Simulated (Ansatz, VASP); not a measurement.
# Zn (Zinc) in two plane-wave programs

Aim: how closely do two programs agree when they are given the same cell, functional and k mesh? The cell is taken from a series of runs on this material, whose earlier steps may have relaxed, scaled, displaced or heated it; both programs get it as it stands.

Calculated with Ansatz 0.2.0; plane waves, with VASP 6.6.1 beside it; zone-centre phonons at LDA.

## Step 1: Starting point

The structure is hexagonal, space group P6_3/mmc (No. 194). The conventional cell has a = 2.499 Å, b = 2.499 Å, c = 4.918 Å, α = 90.00°, β = 90.00°, γ = 120.00°. Nearest to Zn lie 6 Zn at 2.50 Å.

Coordinates:

```cif
data_structure
_symmetry_space_group_name_H-M 'P6_3/mmc'
_symmetry_Int_Tables_number 194
_cell_length_a 2.4993
_cell_length_b 2.4993
_cell_length_c 4.9176
_cell_angle_alpha 90.000
_cell_angle_beta 90.000
_cell_angle_gamma 120.000
_cell_volume 26.60
loop_
_atom_site_label
_atom_site_type_symbol
_atom_site_symmetry_multiplicity
_atom_site_Wyckoff_symbol
_atom_site_fract_x
_atom_site_fract_y
_atom_site_fract_z
_atom_site_occupancy
Zn1 Zn 2 c 0.33333 0.66667 0.25000 1
```

## Step 2: Ansatz: zone-centre phonons, LDA

Ansatz runs on its PAW soft_1 files.

Second derivatives magnify differences that forces hide, and they need a tight electronic threshold.

input.yaml

```yaml
crystal:
  lattice:
    - [2.4993191084, 0.0, 0.0]
    - [-1.2496595542, 2.16447384, 0.0]
    - [0.0, 0.0, 4.9175616474]
  atoms:
    - { symbol: Zn, position: [0.3333333333, 0.6666666667, 0.25] }
    - { symbol: Zn, position: [0.6666666667, 0.3333333333, 0.75] }
kpoints:
  mp_grid: { grid: [18, 18, 10] }
hamiltonian:
  xc: lda
  pseudopotentials: { kind: paw, azcp: { folder: soft_1 }, xc_functional: pbe }
scf:
  occupations: { method: methfessel_paxton, width: 0.2 }
output:
  eigenvalues: true
phonons:
  method: dfpt
```

Run with:

```
$ ansatz run input.yaml --threads 4 --pin off --max-ram 10240MiB --backend cpu --events-out ev --progress --plain --runs-dir out
```

Numbers of over 12 decimals in the logs are rounded to 6 here.

The program printed:

```text
zone centre: on kpoints.mp_grid the ground state, and the responses unless they are solved on pairs of k-points, stand on 546 of the mesh's 3240 k-points, reduced under 4 symmetry operations, with k and −k counted as one. Each operation leaves every solved displacement unchanged or reverses it
Engine: ansatz 0.2.0, aarch64-unknown-linux-gnu
Pseudopotentials: kind: paw
Pseudopotential: Zn, paw, valence charge 12, recommended cutoff 420 eV (normal), soft_1/Zn.paw.azcp
Functional definition: SPW92
  exchange = slater_x
  correlation = pw_c
Crystal: 2 atoms, lattice volume = 26.603 Å³
Basis set: ecut = 420 eV, 503 PW (Γ), exchange–correlation on 36×36×72 points (8 copies of the dense FFT grid, shifted against one another)
Bands: 16, of which v1, the nominal top of the filled ones, is band 12 counted from 1 (11 counted from 0)
Symmetry: 24 space group operations
k-points: 546 of 3240 (irreducible under 4 space group operations, time reversal used)
Non-local potential: Zn, projectors of the file, l = 0: 2, l = 1: 2, l = 2: 3, l = 3: 1
PAW form: soft (Blöchl's): semilocal exchange-correlation on the pseudo side does not see the compensation charge
PAW frozen core: Zn, regenerated for the run's functional, and the local potential with it (the file was generated under x = pbe(κ = 0.804, μ = 0.219515), c = pbe(β = 0.066725))
PAW one-centre angular grid: Zn, 590 points (default); XC on 64 Gauss nodes
Initial density: superposition of atomic densities (chi_scale 0.1, normalization cell)
Initial wavefunctions: pseudopotential atomic-orbital guess
Functional: x = slater, c = lda
SCF iter   1: F=—  HF=-6492.859492 eV  |F-HF|=—  |Δ(HF+E_count)|=         —  Δρ=7.80e-2  dr2=1.13e0  ethr=3.10e-3  ⟨swp⟩=5.7  Hψ=52319  notcnv=0
preconditioner: auto → none  [metal: Δε(μ)=0.001 eV  Ē_g=13.375 eV  σ=0.200 eV  W_gap=0.00  n_scr=4 (ndim 8)  ℏωp=35.3 eV  f_vac=0.000  D(μ)=0.22/eV (n_scr^D=0)  sad-step TF]
SCF iter   2: F=—  HF=-6492.573350 eV  |F-HF|=—  |Δ(HF+E_count)|=   2.86e-1  S|Δr|=    0.00e0  Δρ=2.51e-2  dr2=7.59e-2  ethr=3.10e-3  ⟨swp⟩=2.0  Hψ=21603  notcnv=0  defer=13
SCF iter   3: F=—  HF=-6492.511509 eV  |F-HF|=—  |Δ(HF+E_count)|=   6.18e-2  S|Δr|=    0.00e0  Δρ=1.12e-2  dr2=2.30e-2  ethr=3.16e-4  ⟨swp⟩=2.0  Hψ=20512  notcnv=0  defer=13
SCF iter   4: F=—  HF=-6492.508826 eV  |F-HF|=—  |Δ(HF+E_count)|=   2.68e-3  S|Δr|=    0.00e0  Δρ=5.50e-3  dr2=2.36e-3  ethr=9.58e-5  ⟨swp⟩=2.0  Hψ=14383  notcnv=0  defer=13
SCF iter   5: F=—  HF=-6492.510114 eV  |F-HF|=—  |Δ(HF+E_count)|=   1.29e-3  S|Δr|=    0.00e0  Δρ=7.10e-4  dr2=3.71e-5  ethr=9.85e-6  ⟨swp⟩=2.0  Hψ=15901  notcnv=0  defer=13
SCF iter   6: F=—  HF=-6492.510135 eV  |F-HF|=—  |Δ(HF+E_count)|=   2.12e-5  S|Δr|=    0.00e0  Δρ=7.33e-5  dr2=4.23e-7  ethr=1.55e-7  ⟨swp⟩=2.0  Hψ=15276  notcnv=0  defer=13
SCF iter   7: F=—  HF=-6492.510135 eV  |F-HF|=—  |Δ(HF+E_count)|=   1.51e-7  S|Δr|=    0.00e0  Δρ=2.93e-6  dr2=1.16e-9  ethr=1.76e-9  ⟨swp⟩=2.0  Hψ=15118  notcnv=0  defer=13
SCF iter   8: F=-6492.510135 eV  HF=-6492.510135 eV  |F-HF|=2.73e-12  |Δ(HF+E_count)|=  7.46e-11  S|Δr|=    0.00e0  Δρ=1.69e-7  dr2=3.02e-12  ethr=1.00e-12  ⟨swp⟩=5.7  Hψ=54944  notcnv=0
the search or the solves at the SCF's close seem to have found levels that the self-consistency loop had missed (the run counts 2). By its estimate they hold under 1e-12 electrons; where the run keeps them, the occupations were computed again with them
SCF 1 converged in 8 iterations: F = -6492.510135 eV  dr2 = 3.02e-12
  greatest PAW one-centre occupation: 0.982 electrons in one spin orbital (limit 2), on the Zn atom at site 1 (counted from 0), in its partial waves of l = 2
DFPT response loops at Γ: preconditioner auto → Kerker (q_TF=auto, 2.682 Å⁻¹) (partly filled bands, converged f_vac=0.000); β = 1.00, the filter's whole step (`scf.mixing.beta` (0.50) is not read by the response loops under this deck's `scf.mixing.preconditioner`; to damp them name `kerker` or `kerker_dos`, under which they read `scf.mixing.beta`, and type it under 1.00, their step now; both keys bind the ground state too); Broyden in place of MSR1
SCF converged after 8 iterations
Stability not checked: this state was not tested for a lower state beside it, because cold or Methfessel-Paxton smearing, or corrected tetrahedra, fill the levels in a way that the test cannot read (fill_not_monotonic; see scf.lower_state_search)
Free energy (F): -6492.510135 eV
Harris-Foulkes:  -6492.510135 eV  (|F-HF|=2.73e-12)
Internal energy: -6492.510601 eV  (E = F + TS)
E sigma→0 (E₀):  -6492.510252 eV
Entropy (-TS):   0.000466 eV (0.233 meV/atom)
Fermi energy:    12.574834 eV
--- Per-component energies (eV) ---
  E_band       = 126.447004
  E_kinetic    = 300.721740
  E_local      = -3365.527519  (includes V_loc(G=0)·N_el)
  E_nonlocal   = 1636.422322
  E_hartree    = 1249.695032
  E_xc         = -158.610344
  E_vxc        = -107.219083  (∫ρ·V_xc dr)
  E_paw        = -3645.686902  (= ΣΔE_a)
  E_vpaw       = -837.340093  (= ΣTr[D̂ρ^β])
  E_aug_tail   = -0.000459  (compensation charges beyond the density's cutoff)
  E_ewald      = -2512.638758
  E_core_change = 3.114287  (= ΣΔE_core)
  E_smearing   = 0.000466  (= −TS)
  E_closure    = -0.000000  (closes the sum)
  Σ components = -6492.510135   (vs F -6492.510135, Δ=0.00e0)
--- Band table (eV; the first three rows and the last of 546) ---
  k-point 0: bands = [... 8 lower, 5.1594, 5.3598, 5.3598, 8.1323, 9.0683, 25.3326, 29.5858, 33.0635]
  k-point 1: bands = [... 8 lower, 5.1656, 5.3559, 5.3559, 7.3081, 10.0333, 24.3166, 30.6760, 33.1259]
  k-point 2: bands = [... 8 lower, 5.1830, 5.3444, 5.3444, 6.3003, 11.4712, 22.4348, 32.7073, 33.3100]
  k-point 545: bands = [... 8 lower, 5.3978, 5.3978, 9.8802, 9.8802, 17.3964, 17.3964, 19.1329, 19.1329]
--- Phonons (Γ-DFPT): 2 representative perturbations + reference, on 546 of 3240 k-points (Σ response iterations 7) ---
  k mesh reduced under 4 symmetry operations, with k and −k counted as one. Each operation leaves every solved displacement unchanged or reverses it
  ASR residual: 9.327e-5 → 0.000e0 eV/Å²; symmetrization residual: 2.280e-13 eV/Å²
  ASR residual per site (eV/Å²): 9.33e-5 9.33e-5
  Γ frequencies (cm⁻¹): 0.00 0.00 0.00 75.36 75.36 145.62
  non-analytic LO–TO correction: not included (Born effective charges unavailable; polar crystals: no LO–TO splitting at Γ)
```

## Step 3: VASP: zone-centre phonons, LDA

The same cell, functional (in two slightly different forms), mesh and smearing now go to VASP, with its own data sets.

Lines of VASP's logs that name or quote its potential files are left out, and so is its time.

INCAR

```
SYSTEM = Zn
PREC = Accurate
ENCUT = 500
EDIFF = 1E-08
NELM = 120
ISMEAR = 1
SIGMA = 0.2
LREAL = .FALSE.
ALGO = Normal
GGA = CA
NBANDS = 18
LORBIT = 11
LWAVE = .FALSE.
LCHARG = .FALSE.
ISIF = 2
IBRION = 8
LASPH = .TRUE.
GGA_COMPAT = .FALSE.
KPAR = 2
```

POSCAR

```
Zn
1.0
    2.4993191084      0.0000000000      0.0000000000
   -1.2496595542      2.1644738400      0.0000000000
    0.0000000000      0.0000000000      4.9175616474
Zn
2
Direct
    0.3333333333      0.6666666667      0.2500000000
    0.6666666667      0.3333333333      0.7500000000
```

KPOINTS

```
Automatic mesh
0
Gamma
18 18 10
0 0 0
```

The projector-augmented-wave data sets are Zn (LDA family, release 64).

Run with:

```
$ mpirun -np 2 vasp_std
```

The program printed:

```text
[banner, memory and clock lines left out]
running    2 mpi-ranks, on    1 nodes
 distrk:  each k-point on    1 cores,    2 groups
 distr:  one band on    1 cores,    1 groups

 POSCAR found type information on POSCAR Zn
 POSCAR found :  1 types and       2 ions
 LDA part: xc-table for (Slater(with rela. corr.)+CA(PZ))
 , standard interpolation
 POSCAR, INCAR and KPOINTS ok, starting setup
 FFT: planning ... GRIDC
 FFT: planning ... GRID_SOFT
 FFT: planning ... GRID
 WAVECAR not read
 entering main loop
       N       E                     dE             d eps       ncg     rms          rms(c)
DAV:   1     0.104159865455E+03    0.10416E+03   -0.12250E+04  8368   0.214E+03
DAV:   2     0.123549689459E+00   -0.10404E+03   -0.10132E+03  8026   0.297E+02
DAV:   3    -0.406000582857E+01   -0.41836E+01   -0.41698E+01  9032   0.681E+01
DAV:   4    -0.408140243730E+01   -0.21397E-01   -0.21391E-01  8876   0.492E+00
DAV:   5    -0.408143060126E+01   -0.28164E-04   -0.28164E-04  8642   0.160E-01    0.559E+00
DAV:   6    -0.376732587707E+01    0.31410E+00   -0.11716E+00  8608   0.246E+01    0.380E+00
DAV:   7    -0.374154687684E+01    0.25779E-01   -0.49712E-02 10202   0.403E+00    0.188E+00
DAV:   8    -0.373062047811E+01    0.10926E-01   -0.36705E-03 11032   0.893E-01    0.601E-02
DAV:   9    -0.373058646402E+01    0.34014E-04   -0.35376E-04 10206   0.230E-01    0.310E-02
DAV:  10    -0.373058832728E+01   -0.18633E-05   -0.26747E-05  8470   0.500E-02    0.317E-03
DAV:  11    -0.373058825898E+01    0.68304E-07   -0.62856E-07  8694   0.784E-03    0.242E-03
DAV:  12    -0.373058828052E+01   -0.21538E-07   -0.27266E-08  8200   0.251E-03    0.679E-04
DAV:  13    -0.373058827295E+01    0.75661E-08   -0.39165E-08  7470   0.420E-03
   1 F= -.37305883E+01 E0= -.37307442E+01  d E =0.467795E-03
 Linear response reoptimize wavefunctions to high precision
DAV:   1    -0.373058827213E+01    0.82491E-09   -0.10306E-09  6012   0.283E-04
DAV:   2    -0.373058827216E+01   -0.36380E-10   -0.10420E-10  4326   0.122E-04
 Linear response DOF=           2
 Linear response progress:
  Degree of freedom:   1/  2
       N       E                     dE             d eps       ncg     rms          rms(c)
RMM:   1    -0.199703897991E+00   -0.19970E+00    0.33770E-03 47243   0.191E+00
RMM:   2    -0.199582266145E+00    0.12163E-03   -0.11835E-03 52494   0.336E-01    0.591E-02
RMM:   3    -0.199179029785E+00    0.40324E-03   -0.61056E-05 62625   0.605E-02    0.331E-02
RMM:   4    -0.198801284443E+00    0.37775E-03   -0.57054E-05 61114   0.587E-02    0.289E-03
RMM:   5    -0.198816039505E+00   -0.14755E-04   -0.77729E-07 64725   0.579E-03    0.133E-03
RMM:   6    -0.198816663051E+00   -0.62355E-06   -0.64150E-08 64635   0.149E-03    0.158E-04
RMM:   7    -0.198817354265E+00   -0.69121E-06   -0.64227E-09 64717   0.421E-04    0.412E-05
RMM:   8    -0.198816726864E+00    0.62740E-06   -0.25658E-09 65805   0.136E-04    0.557E-06
RMM:   9    -0.198816619182E+00    0.10768E-06   -0.61312E-09 64646   0.717E-05    0.164E-06
RMM:  10    -0.198816638909E+00   -0.19728E-07    0.91772E-10 53335   0.529E-05    0.407E-07
RMM:  11    -0.198816644584E+00   -0.56742E-08   -0.28156E-09 41911   0.473E-05    0.244E-07
 first order change of Fermi-energy  -0.13629E-04
 force on displaced ion       1 direction 1 :  -0.616   0.000   0.000
 Linear response progress:
  Degree of freedom:   2/  2
       N       E                     dE             d eps       ncg     rms          rms(c)
RMM:   1    -0.228550737101E+00   -0.22855E+00   -0.37928E-03 16519   0.217E+00
RMM:   2    -0.225231953822E+00    0.33188E-02   -0.13560E-03 16730   0.547E-01    0.593E-02
RMM:   3    -0.225260890542E+00   -0.28937E-04   -0.81399E-05 21162   0.815E-02    0.347E-02
RMM:   4    -0.225238077100E+00    0.22813E-04   -0.42816E-05 21042   0.364E-02    0.471E-03
RMM:   5    -0.225243322311E+00   -0.52452E-05   -0.17694E-05 21865   0.615E-03    0.154E-03
RMM:   6    -0.225247587477E+00   -0.42652E-05   -0.60433E-06 21642   0.187E-03    0.311E-04
RMM:   7    -0.225247807470E+00   -0.21999E-06   -0.23893E-06 20881   0.637E-04    0.918E-05
RMM:   8    -0.225247307677E+00    0.49979E-06   -0.83987E-07 20728   0.222E-04    0.368E-05
RMM:   9    -0.225246684580E+00    0.62310E-06   -0.43770E-07 21450   0.111E-04    0.519E-06
RMM:  10    -0.225246703856E+00   -0.19276E-07   -0.15478E-07 21929   0.599E-05    0.189E-06
RMM:  11    -0.225246684962E+00    0.18894E-07   -0.74346E-08 18109   0.479E-05    0.516E-07
RMM:  12    -0.225246683437E+00    0.15255E-08   -0.32665E-08 12455   0.449E-05    0.116E-07
 first order change of Fermi-energy   0.49685E-04
 force on displaced ion       1 direction 3 :  -0.000   0.000  -2.642
 Linear response finished
```

From OUTCAR (step 3):

```text
ion  position               nearest neighbor table
   1  0.333  0.667  0.250-   2 2.85   2 2.85   2 2.85   2 2.85   2 2.85   2 2.85
   2  0.667  0.333  0.750-   1 2.85   1 2.85   1 2.85   1 2.85   1 2.85   1 2.85

  LATTYP: Found a hexagonal cell.
 ALAT       =     2.4993191084
 C/A-ratio  =     1.9675605371

 Subroutine GETGRP returns: Found 24 space group operations
 (whereof 12 operations were pure point group operations)

The static configuration has the point symmetry D_3d.
 The point group associated with its full space group is D_6h.

 Found    222 irreducible k-points:

   k-points           NKPTS =    222   k-points in BZ     NKDIM =    222   number of bands    NBANDS=     18

   dimension x,y,z NGX =    18 NGY =   18 NGZ =   36
   dimension x,y,z NGXF=    36 NGYF=   36 NGZF=   72

   ENCUT  =  500.0 eV  36.75 Ry    6.06 a.u.   4.56  4.56  8.97*2*pi/ulx,y,z

   NELECT =      24.0000    total number of electrons

 k-points in reciprocal lattice and weights: Automatic mesh
   0.00000000  0.00000000  0.00000000       0.000
   0.05555556  0.00000000  0.00000000       0.002
   0.11111111  0.00000000  0.00000000       0.002
   0.16666667  0.00000000  0.00000000       0.002
   0.22222222  0.00000000  0.00000000       0.002
   0.27777778  0.00000000  0.00000000       0.002
   0.33333333  0.00000000  0.00000000       0.002
   0.38888889  0.00000000  0.00000000       0.002
   0.44444444  0.00000000  0.00000000       0.002
[...]
0.33333333  0.27777778  0.50000000       0.004
   0.33333333  0.33333333  0.50000000       0.001

 average (electrostatic) potential at core
       1 -37.3791       2 -37.3791

  Total        1.3081486      1.3081486      0.0661096      0.0000000     -0.0000000      0.0000000
  in kB       78.7850485     78.7850485      3.9815387      0.0000000     -0.0000000      0.0000000
  external PRESSURE =      53.8505452 kB  Pullay stress =       0.0000000 kB

  energy-cutoff  :      500.00
  volume of cell :       26.60
      direct lattice vectors                 reciprocal lattice vectors
     2.499319108  0.000000000  0.000000000     0.400108972  0.231003023  0.000000000
    -1.249659554  2.164473840  0.000000000     0.000000000  0.462006046  0.000000000
     0.000000000  0.000000000  4.917561647     0.000000000  0.000000000  0.203352814

 POSITION                                       TOTAL-FORCE (eV/Angst)
 -----------------------------------------------------------------------------------
     -0.00000      1.44298      1.22939         0.000000     -0.000000      0.000000
      1.24966      0.72149      3.68817        -0.000000      0.000000      0.000000
 -----------------------------------------------------------------------------------
    total drift:                                0.000000     -0.000000      0.000000

 Eigenvectors and eigenvalues of the dynamical matrix
 ----------------------------------------------------

   1 f  =    4.444168 THz    27.923533 2PiTHz  148.241500 cm-1    18.379595 meV
             X         Y         Z           dx          dy          dz
     -0.000000  1.442983  1.229390     0.000000    0.000000    0.707107
      1.249660  0.721491  3.688171    -0.000000    0.000000   -0.707107

   2 f  =    2.146532 THz    13.487060 2PiTHz   71.600610 cm-1     8.877340 meV
             X         Y         Z           dx          dy          dz
     -0.000000  1.442983  1.229390     0.707107   -0.000000   -0.000000
      1.249660  0.721491  3.688171    -0.707107    0.000000   -0.000000

   3 f  =    2.146532 THz    13.487060 2PiTHz   71.600610 cm-1     8.877340 meV
             X         Y         Z           dx          dy          dz
     -0.000000  1.442983  1.229390    -0.000000   -0.707107   -0.000000
      1.249660  0.721491  3.688171     0.000000    0.707107   -0.000000

   4 f  =    0.000000 THz     0.000000 2PiTHz    0.000000 cm-1     0.000000 meV
             X         Y         Z           dx          dy          dz
     -0.000000  1.442983  1.229390     0.692760    0.137936    0.032522
      1.249660  0.721491  3.688171     0.692760    0.137936    0.032522

   5 f/i=    0.000000 THz     0.000000 2PiTHz    0.000001 cm-1     0.000000 meV
             X         Y         Z           dx          dy          dz
     -0.000000  1.442983  1.229390     0.126622   -0.675323    0.167048
      1.249660  0.721491  3.688171     0.126622   -0.675323    0.167048

   6 f/i=    0.000000 THz     0.000000 2PiTHz    0.000002 cm-1     0.000000 meV
             X         Y         Z           dx          dy          dz
     -0.000000  1.442983  1.229390     0.063646   -0.157835   -0.686322
      1.249660  0.721491  3.688171     0.063646   -0.157835   -0.686322

 ELASTIC MODULI CONTR FROM IONIC RELAXATION (kBar)
 Direction    XX          YY          ZZ          XY          YZ          ZX
 --------------------------------------------------------------------------------
 XX          -0.0300      0.0300      0.0000     -0.0000      0.0000      0.0000
 YY           0.0300     -0.0300     -0.0000     -0.0000      0.0000      0.0000
 ZZ           0.0000     -0.0000     -0.0000      0.0000      0.0000      0.0000
 XY          -0.0000     -0.0000      0.0000     -0.0300      0.0000      0.0000
 YZ           0.0000      0.0000      0.0000      0.0000      0.0000      0.0000
 ZX           0.0000      0.0000      0.0000      0.0000      0.0000      0.0000
 --------------------------------------------------------------------------------
```

## Step 4: Comparison

Known differences besides the potentials themselves: the two LDA forms differ slightly; the cutoff is 420 eV in Ansatz and 500 eV in VASP; VASP's log shows a relativistic correction to its local exchange, Ansatz's none. Total energies have different zeros and are not compared.

Both answers:

```tsv
quantity	Ansatz	VASP	difference
optical mode 1 to 2 (cm⁻¹)	75.4	71.6	+5.25 %
optical mode 3 (cm⁻¹)	145.6	148.2	-1.77 %
```

Modes are paired by rising frequency, not by their patterns, so a pair may set unlike modes beside each other; they are those without the splitting of longitudinal modes.

## Step 5: Outcome

```
r.m.s. difference of the optical zone-centre modes, each program's sorted by frequency (zone-centre phonons, LDA) : 3.4 cm⁻¹
difference in optical mode 1 to 2 (zone-centre phonons, LDA)                                                      : +5.3 %
```

In words: The r.m.s. difference of the optical zone-centre modes, each program's sorted by frequency is 3.4 cm⁻¹ (zone-centre phonons, LDA). Among the rows given in per cent, the largest difference of the zone-centre phonons, LDA pair is in optical mode 1 to 2, +5.3 %. How closely two codes agree says nothing of how well the functional describes the real material.

[Lines on the potential files, build, host, timing and source positions are cut from VASP's logs without a mark.]

[Logs are printed without paths, hosts, clocks, repeated set-up lines and the standing remarks that a program may print on its own settings, such as how far it seeks lower states.]

[Hosts, paths, dates, database ids (printed as entryN), source tags and the programs' standing remarks are cut or masked in the printed files.]
